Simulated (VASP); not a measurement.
# NbWS4 (P-6m2) in VASP: single point with PBE

Aim: the single point of NbWS4 with PBE.

Everything below comes from runs of VASP 6.6.1. Logs are shortened: lines on timing, memory, paths and dates and some standing lists are left out, and cuts for length are marked.

### Step 1. The structure

Symmetry: P-6m2, No. 187, hexagonal system. Conventional cell: a = 3.264 Å, b = 3.264 Å, c = 13.588 Å, α = 90.00°, β = 90.00°, γ = 120.00°. Around Nb (site symmetry -6m2) lie 6 S at 2.46 Å. W (site symmetry -6m2) is surrounded by 6 S at 2.44 Å. S (site symmetry 3m) has 3 Nb at 2.46 Å as nearest neighbours. S (site symmetry 3m) is surrounded by 3 W at 2.44 Å.

The cell was built by a generator and needn't be a form met in nature.

### Step 2. Single point, PBE

INCAR

```
  ALGO = Fast
  EDIFF = 1E-5
  ENCUT = 520
  GGA = PE
  ISIF = 2
  ISMEAR = 0
  KPAR = 2
  LASPH = T
  LCHARG = F
  LREAL = Auto
  LWAVE = F
  NELM = 80
  PREC = Normal
  SIGMA = 0.15
```

KPOINTS

```
k-points
0
Gamma
  8 8 2
```

POSCAR

```
NbWS4
1.0
    6.5271340000      0.0000000000      0.0000000000
   -1.6317830000      2.8263320000      0.0000000000
    0.0000000000      0.0000000000     13.5877700000
Nb W S
2 2 8
Direct
    0.0000000000      0.0000000000      0.0000000000
    0.5000000000      0.0000000000      0.0000000000
    0.1666665000      0.6666670000      0.5000000000
    0.6666665000      0.6666670000      0.5000000000
    0.1666665000      0.6666670000      0.1169620000
    0.6666665000      0.6666670000      0.1169620000
    0.1666665000      0.6666670000      0.8830380000
    0.6666665000      0.6666670000      0.8830380000
    0.0000000000      0.0000000000      0.3864090000
    0.5000000000      0.0000000000      0.3864090000
    0.0000000000      0.0000000000      0.6135910000
    0.5000000000      0.0000000000      0.6135910000
```

Potentials or basis: VASP PAW PBE potentials, release 64 (Nb_sv, W_sv, S).

Started as:

```bash
$ cat potpaw_PBE.64/Nb_sv/POTCAR potpaw_PBE.64/W_sv/POTCAR potpaw_PBE.64/S/POTCAR > POTCAR
$ mpirun -np 2 vasp_std > vasp.out
```

OUTCAR:

```text
EDIFF = 1E-5
   ENCUT = 520
   GGA = PE
   ISIF = 2
   ISMEAR = 0
   LASPH = T
   LREAL = Auto
   NELM = 80
   PREC = Normal

 ion  position               nearest neighbor table
   1  0.000  0.000  0.000-   5 2.46   7 2.46   5 2.46   7 2.46   6 2.46   8 2.46
   2  0.500  0.000  0.000-   6 2.46   8 2.46   6 2.46   8 2.46   7 2.46   5 2.46
   3  0.167  0.667  0.500-   9 2.44  11 2.44   9 2.44  11 2.44  10 2.44  12 2.44   4 3.26   4 3.26
                             4 3.26   4 3.26
   4  0.667  0.667  0.500-  10 2.44  12 2.44  10 2.44  12 2.44  11 2.44   9 2.44   3 3.26   3 3.26
                             3 3.26   3 3.26
   5  0.167  0.667  0.117-   1 2.46   1 2.46   2 2.46
   6  0.667  0.667  0.117-   2 2.46   2 2.46   1 2.46
   7  0.167  0.667  0.883-   1 2.46   1 2.46   2 2.46
   8  0.667  0.667  0.883-   2 2.46   2 2.46   1 2.46
   9  0.000  0.000  0.386-   3 2.44   3 2.44   4 2.44
  10  0.500  0.000  0.386-   4 2.44   4 2.44   3 2.44
  11  0.000  0.000  0.614-   3 2.44   3 2.44   4 2.44
  12  0.500  0.000  0.614-   4 2.44   4 2.44   3 2.44

  Warning from LATTYP: Monoclinic adjustment (A1->A3, A2->A1, A3->A2)!
  LATTYP: Found a simple orthorhombic cell.
 ALAT       =     3.2635668115
 B/A-ratio  =     1.7320510512
 C/A-ratio  =     4.1634722942

  Lattice vectors:

 A1 = (   1.6317830000,  -2.8263320000,   0.0000000000)
 A2 = (   4.8953510000,   2.8263320000,   0.0000000000)
 A3 = (   0.0000000000,   0.0000000000,  13.5877700000)

Analysis of symmetry for initial positions (statically):
=====================================================================
 Subroutine PRICEL returns following result:

  LATTYP: Found a hexagonal cell.
 ALAT       =     3.2635670000
 C/A-ratio  =     4.1634720537

  Lattice vectors:

 A1 = (   3.2635670000,   0.0000000000,   0.0000000000)
 A2 = (  -1.6317830000,   2.8263320000,   0.0000000000)
 A3 = (   0.0000000000,   0.0000000000,  13.5877700000)

   2 primitive cells build up your supercell.

 Routine SETGRP: Setting up the symmetry group for a
 simple orthorhombic supercell.

 Subroutine GETGRP returns: Found  4 space group operations
 (whereof  4 operations were pure point group operations)
 out of a pool of  8 trial point group operations.

The static configuration has the point symmetry C_2v.

Analysis of symmetry for dynamics (positions and initial velocities):
=====================================================================
 Subroutine PRICEL returns following result:

  LATTYP: Found a hexagonal cell.
 ALAT       =     3.2635670000
 C/A-ratio  =     4.1634720537

  Lattice vectors:

 A1 = (   3.2635670000,   0.0000000000,   0.0000000000)
 A2 = (  -1.6317830000,   2.8263320000,   0.0000000000)
 A3 = (   0.0000000000,   0.0000000000,  13.5877700000)

   2 primitive cells build up your supercell.

 Routine SETGRP: Setting up the symmetry group for a
 simple orthorhombic supercell.

 Subroutine GETGRP returns: Found  4 space group operations
 (whereof  4 operations were pure point group operations)
 out of a pool of  8 trial point group operations.

The dynamic configuration has the point symmetry C_2v.

 Subroutine INISYM returns: Found  4 space group operations
 (whereof  4 operations are pure point group operations),
 and found     2 'primitive' translations

----------------------------------------------------------------------------------------

                                     Primitive cell

  volume of cell :     125.3326

  direct lattice vectors                    reciprocal lattice vectors
     3.263567000  0.000000000  0.000000000     0.306413198  0.176907683  0.000000000
    -1.631783000  2.826332000  0.000000000     0.000000000  0.353815475  0.000000000
     0.000000000  0.000000000 13.587770000     0.000000000  0.000000000  0.073595594

  length of vectors
     3.263567000  3.263566812 13.587770000     0.353815455  0.353815475  0.073595594

  position of ions in fractional coordinates (direct lattice)
     0.000000000  0.000000000  0.000000000
     0.333333000  0.666667000  0.500000000
     0.333333000  0.666667000  0.116962000
     0.333333000  0.666667000  0.883038000
     0.000000000  0.000000000  0.386409000
     0.000000000  0.000000000  0.613591000

  ion indices of the primitive-cell ions
   primitive index   ion index
                 1           1
                 2           3
                 3           5
                 4           7
                 5           9
                 6          11

----------------------------------------------------------------------------------------

 KPOINTS: k-points

Automatic generation of k-mesh.
 Grid dimensions read from file:
 generate k-points for:    8    8    2

 Generating k-lattice:

  Cartesian coordinates                     Fractional coordinates (reciprocal lattice)
     0.019150825  0.011056730  0.000000000     0.125000000  0.000000000  0.000000000
     0.000000000  0.044226934  0.000000000     0.000000000  0.125000000  0.000000000
     0.000000000  0.000000000  0.036797797     0.000000000  0.000000000  0.500000000

  Length of vectors
     0.022113466  0.044226934  0.036797797

  Shift w.r.t. Gamma in fractional coordinates (k-lattice)
     0.000000000  0.000000000  0.000000000

 Subroutine IBZKPT returns following result:
 ===========================================

 Found     50 irreducible k-points:

 Following reciprocal coordinates:
            Coordinates               Weight
  0.000000  0.000000  0.000000      1.000000
  0.125000  0.000000  0.000000      2.000000
  0.250000  0.000000  0.000000      2.000000
  0.375000  0.000000  0.000000      2.000000
  0.500000  0.000000  0.000000      1.000000
  0.000000  0.125000  0.000000      4.000000
[... 16 lines left out ...]
  0.250000  0.500000  0.000000      2.000000
  0.375000  0.500000  0.000000      2.000000
 [... further k-points ...]
   k-points           NKPTS =     50   k-points in BZ     NKDIM =     50   number of bands    NBANDS=     61
   number of dos      NEDOS =    301   number of ions     NIONS =     12
   total plane-waves  NPLWV =  51840
   dimension x,y,z NGX =    36 NGY =   18 NGZ =   80
   dimension x,y,z NGXF=    72 NGYF=   36 NGZF=  160
   ions per type =               2   2   8
   NGX,Y,Z   is equivalent  to a cutoff of   9.17,  9.17,  9.79 a.u.
   NGXF,Y,Z  is equivalent  to a cutoff of  18.34, 18.34, 19.58 a.u.
 SYSTEM =  unknown system
   PREC   = normal    normal or accurate (medium, high low for compatibility)
   ISTART =      0    job   : 0-new  1-cont  2-samecut
   ICHARG =      2    charge: 1-file 2-atom 10-const
   ISPIN  =      1    spin polarized calculation?
   LNONCOLLINEAR =      F non collinear calculations
   LSORBIT =      F    spin-orbit coupling
   LASPH  =      T    aspherical Exc in radial PAW
   ENCUT  =  520.0 eV  38.22 Ry    6.18 a.u.  12.14  6.07 25.26*2*pi/ulx,y,z
   NELM   =     80;   NELMIN=  2; NELMDL= -5     # of ELM steps
   EDIFF  = 0.1E-04   stopping-criterion for ELM
   LREAL  =      T    real-space projection
   EDIFFG = 0.1E-03   stopping-criterion for IOM
   NSW    =      0    number of steps for IOM
   IBRION =     -1    ionic relax: 0-MD 1-quasi-New 2-CG
   NFREE  =      0    steps in history (QN), initial steepest desc. (CG)
   ISIF   =      2    stress and relaxation
   ISYM   =      2    0-nonsym 1-usesym 2-fastsym
   POTIM  = 0.5000    time-step for ionic-motion
   TEBEG  =    0.0;   TEEND  =   0.0 temperature during run
   PSTRESS=    0.0 pullay stress
   NELECT =     102.0000    total number of electrons
   NUPDOWN=      -1.0000    fix difference up-down
   EMIN   =  10.00;   EMAX   =-10.00  energy-range for DOS
   EFERMI =   0.00;   METHOD = LEGACY
   ISMEAR =     0;   SIGMA  =   0.15  broadening in eV -4-tet -1-fermi 0-gaus
   EFERMI_NEDOS =   21; number of points for ismear=-14 and -15
   IALGO  =     68    algorithm
   IMIX   =      4    mixing-type and parameters
     AMIX     =   0.40;   BMIX     =  1.00
     AMIX_MAG =   1.60;   BMIX_MAG =  1.00
  volume/ion in A,a.u.               =      20.89       140.96
  Fermi-wavevector in a.u.,A,eV,Ry     =   1.213138  2.292499 20.023751  1.471704
  Thomas-Fermi vector in A             =   2.348600
   LORBIT       =      0    0 simple, 1 ext, 2 COOP (PROOUT), +10 PAW based schemes
   GGA     = PE    functional components
   LHFCALC =     F    Hartree Fock is set to
   AEXX    =    0.0000 exact exchange contribution
   IVDW    =     0    specifies the selected vdW correction
   LEPSILON=     F    determine dielectric tensor
   LRPA    =     F    only Hartree local field effects (RPA)
 non-spin polarized calculation
 RMM-DIIS sequential band-by-band and
 Gauss-broadening in eV      SIGMA  =   0.15
  energy-cutoff  :      520.00
  volume of cell :      250.67
 maximum number of plane-waves:      6796
   NGX = 25   NGY = 13   NGZ = 51

 number of electron     101.9999944 magnetization

 Free energy of the ion-electron system (eV)
  ---------------------------------------------------
  ext. energy  EPLUGINS =         0.00000000
  ---------------------------------------------------
  free energy    TOTEN  =       -90.47919791 eV

  energy without entropy =      -90.41487727  energy(sigma->0) =      -90.44703759

 E-fermi :   5.2923     XC(G=0):  -9.8753

 val. band max:        5.2249041079   @ k =   0.1250   0.5000   0.5000
 cond. band min:       5.3206551726   @ k =   0.2500   0.5000   0.0000
 fundamental gap:      0.0957510647
 Fermi energy:         5.2922950526

 k-point     1 :       0.0000    0.0000    0.0000
  band No.  band energies     occupation
      1     -69.1261      2.00000
      2     -69.1147      2.00000
      3     -49.5545      2.00000
      4     -49.5078      2.00000
      5     -33.4805      2.00000
      6     -33.3093      2.00000
[... 53 lines left out ...]
     60       8.4950      0.00000
     61       8.8168      0.00000

 k-point     2 :       0.1250    0.0000    0.0000
  band No.  band energies     occupation
      1     -69.1257      2.00000
      2     -69.1151      2.00000
      3     -49.5527      2.00000
      4     -49.5096      2.00000
      5     -33.4711      2.00000
      6     -33.3076      2.00000
[... 53 lines left out ...]
     60       8.4944      0.00000
     61       8.5529      0.00000

 k-point     3 :       0.2500    0.0000    0.0000
  band No.  band energies     occupation
      1     -69.1245      2.00000
      2     -69.1164      2.00000
      3     -49.5477      2.00000
      4     -49.5147      2.00000
      5     -33.4442      2.00000
      6     -33.3026      2.00000
[... 1333 lines left out ...]
     60       9.1006      0.00000
     61       9.1860      0.00000

 k-point    24 :       0.3750    0.5000    0.0000
  band No.  band energies     occupation
      1     -69.1147      2.00000
      2     -69.1147      2.00000
      3     -49.5078      2.00000
      4     -49.5078      2.00000
      5     -33.4438      2.00000
      6     -33.4438      2.00000
[... 53 lines left out ...]
     60       8.6471      0.00000
     61       9.1956      0.00000

 [... further k-points ...]

------------------------ aborting loop because EDIFF is reached ----------------------------------------

  FORCE on cell =-STRESS in cart. coord.  units (eV):
  Direction    XX          YY          ZZ          XY          YZ          ZX
  --------------------------------------------------------------------------------------
  -------------------------------------------------------------------------------------
  Total       -0.0446406      0.0507175      0.0969186     -0.0825825      0.0000000      0.0000000
  in kB       -0.2853296      0.3241713      0.6194750     -0.5278430      0.0000000      0.0000000
  external PRESSURE =       0.2194389 kB  Pullay stress =       0.0000000 kB

 VOLUME and BASIS-vectors are now :
 -----------------------------------------------------------------------------
  energy-cutoff  :      520.00
  volume of cell :      250.67
      direct lattice vectors                 reciprocal lattice vectors
     6.527134000  0.000000000  0.000000000     0.153206599  0.088453842  0.000000000
    -1.631783000  2.826332000  0.000000000     0.000000000  0.353815475  0.000000000
     0.000000000  0.000000000 13.587770000     0.000000000  0.000000000  0.073595594

 POSITION                                       TOTAL-FORCE (eV/Angst)
 -----------------------------------------------------------------------------------
      0.00000      0.00000      0.00000        -0.021865     -0.012624      0.000000
      3.26357      0.00000      0.00000        -0.021865     -0.012624      0.000000
     -0.00000      1.88422      6.79389         0.000269      0.000155     -0.000000
      3.26357      1.88422      6.79389         0.000269      0.000155      0.000000
     -0.00000      1.88422      1.58925         0.010927      0.006309     -0.015638
      3.26357      1.88422      1.58925         0.010927      0.006309     -0.015638
     -0.00000      1.88422     11.99852         0.010927      0.006309      0.015638
      3.26357      1.88422     11.99852         0.010927      0.006309      0.015638
      0.00000      0.00000      5.25044        -0.000129     -0.000075     -0.002662
      3.26357      0.00000      5.25044        -0.000129     -0.000075     -0.002662
      0.00000      0.00000      8.33733        -0.000129     -0.000075      0.002662
      3.26357      0.00000      8.33733        -0.000129     -0.000075      0.002662
 -----------------------------------------------------------------------------------
    total drift:                                0.003292     -0.006035     -0.000000

  FREE ENERGIE OF THE ION-ELECTRON SYSTEM (eV)
  ---------------------------------------------------
  free  energy   TOTEN  =       -90.4791979125 eV

  energy  without entropy=      -90.4148772737  energy(sigma->0) =      -90.44703759
```

Wall time 2.3 min (2 MPI ranks of Intel Xeon 6975P-C (Granite Rapids), shared host); peak memory 0.53 GiB.

Results:

```yaml
Free_energy: -90.4792 eV
Pressure: 0.0 GPa
Largest_force: 0.025 eV/Å
Band_gap_on_the_k_mesh: none (metal or under the smearing width)
```

Forces on the atoms (eV/Å):
```
Nb  -0.022 -0.013  0.000
Nb  -0.022 -0.013  0.000
W    0.000  0.000  0.000
W    0.000  0.000  0.000
S    0.011  0.006 -0.016
S    0.011  0.006 -0.016
S    0.011  0.006  0.016
S    0.011  0.006  0.016
S    0.000  0.000 -0.003
S    0.000  0.000 -0.003
S    0.000  0.000  0.003
S    0.000  0.000  0.003
```

Levels at points of the mesh, in eV from the Fermi level:
```csv
k point,band 47,band 48,band 49,band 50,band 51,band 52,band 53,band 54,band 55,band 56
"(0.00, 0.00, 0.00)",-1.07,-1.07,-0.86,-0.16,-0.12,0.85,2.33,2.43,2.44,2.67
"(0.50, 0.00, 0.00)",-1.11,-1.11,-0.99,-0.99,-0.09,-0.09,2.08,2.09,2.16,2.18
"(0.00, 0.50, 0.00)",-1.12,-1.12,-0.86,-0.86,-0.16,-0.16,2.24,2.25,2.70,2.96
"(0.50, 0.50, 0.00)",-1.42,-1.42,-0.89,-0.89,0.08,0.08,2.00,2.00,2.64,2.66
"(0.00, 0.00, 0.50)",-1.07,-1.07,-0.86,-0.16,0.11,0.80,2.27,2.43,2.47,2.68
"(0.50, 0.00, 0.50)",-1.22,-1.22,-0.96,-0.96,-0.08,-0.08,2.16,2.19,2.19,2.29
"(0.00, 0.50, 0.50)",-1.11,-1.11,-0.86,-0.86,-0.16,-0.16,2.24,2.25,2.69,2.73
"(0.50, 0.50, 0.50)",-1.44,-1.44,-0.89,-0.89,0.08,0.08,2.02,2.02,2.69,2.69
```

Caveat: this functional lacks dispersion, which binds the layers, so the pressure and a relaxed spacing across them are unreliable. Spin-orbit coupling is left out, which matters for the levels of W.
